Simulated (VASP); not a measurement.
Consider the following.

```xyz
3
Lattice="0.0000 2.6763 2.6763 2.6763 0.0000 2.6763 2.6763 2.6763 0.0000" Properties=species:S:1:pos:R:3 pbc="T T T"
Co     0.0000     0.0000     0.0000
Si     4.0145     4.0145     4.0145
Si     1.3382     1.3382     1.3382
```

The numbers are results of PBE GGA, VASP's PBE PAW potentials (set 64) (plane waves; VASP), not measurements. Numerical set-up: 240 eV cut-off, 6×6×6 Γ-centred mesh, Gaussian smearing of 0.50 eV, potentials Co Si.

At this cut-off the stress carries a Pulay error, which pulls relaxed volumes low.  Energy and stress use the plane-wave basis of the starting cell.

Question: The ions, cell shape and volume are relaxed. Predict the relaxed structure.

Answer: 
```xyz
3
Lattice="0.0000 2.6577 2.6577 2.6577 0.0000 2.6577 2.6577 2.6577 0.0000" Properties=species:S:1:pos:R:3 pbc="T T T"
Co     5.3154     5.3154     5.3154
Si     3.9865     3.9865     3.9865
Si     1.3288     1.3288     1.3288
```
Space group Fm-3m (225), at a tolerance of 0.03 Å.

Question: How do energy and volume change from the first to the last step?

Answer: The energy (σ→0) changes by -4.4 meV/atom and the volume by -2.1 %, in 4 ionic steps.

```json
[
 {"step": "1", "E(σ→0) (eV)": "-19.1976", "max force (eV/Å)": "0.000", "pressure (GPa)": "-4.58", "volume (Å³)": "38.34"},
 {"step": "2", "E(σ→0) (eV)": "-19.1841", "max force (eV/Å)": "0.000", "pressure (GPa)": "7.96", "volume (Å³)": "36.35"},
 {"step": "3", "E(σ→0) (eV)": "-19.2107", "max force (eV/Å)": "0.000", "pressure (GPa)": "-0.15", "volume (Å³)": "37.57"},
 {"step": "4", "E(σ→0) (eV)": "-19.2107", "max force (eV/Å)": "0.000", "pressure (GPa)": "0.08", "volume (Å³)": "37.54"}
]
```

The structure comes from a computed database's CoSi2 entry; how it stands against other phases isn't given here. This run relaxes it. Symmetry was kept, so distortions that lower it aren't found. The k-mesh is coarse (spacing up to 0.34 per Å, 2π included), so the numbers may not be converged in it. The run is one of a series of settings (EDIFFG = -0.01, ENCUT = 240, IBRION = 2, ISIF = 3, NSW = 50, SIGMA = 0.5, KPOINTS 6×6×6 Γ-centred mesh against the base run), some of them coarse on purpose. The run is not spin-polarised, so no magnetic state was tried. The electron count is odd and the run is not spin-polarised, which forces a metal.
